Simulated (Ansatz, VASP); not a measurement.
CuAu in VASP and in Ansatz

```
Cu Au
1.0
     2.87000    0.00000    0.00000
     0.00000    2.87000    0.00000
     0.00000    0.00000    3.76175
Cu Au
1 1
Direct
  0.50000 0.50000 0.50000
  0.00000 0.00000 0.00000
```

Change from the starting cell: strain +0.025 along x and y, +0.025 along z, atoms carried along.

Alike in both runs: task single point; functional PBEsol; k mesh 18 × 18 × 14; occupations gaussian, width 0.15 eV; no spin polarisation.

|  | VASP | Ansatz |
| --- | --- | --- |
| version | VASP 6.6.1 | Ansatz 0.2.0 |
| potentials or method | VASP PAW PBE potentials, release 64 (Cu, Au) | scalar-relativistic, plane waves, PAW |
| plane-wave cutoff (eV) | 520 | 420 |
| valence electrons in the cell | 22 | 38 |

```tsv
	VASP	Ansatz	Ansatz less VASP
gap on the k mesh at the Fermi level (eV)	none	none	-
pressure (GPa)	-11.6	-11.6	-0.01
largest component of the traceless stress (GPa)	0.20	0.23	+0.028
```

A gap of «none» marks a metal or a gap that the smearing closes. The two sets of potentials don't hold the same shells in valence.

Caveats: the PAW data sets were made with another functional, which shifts forces and pressure a little (VASP). Spin-orbit coupling is left out, which matters for the levels of Au.
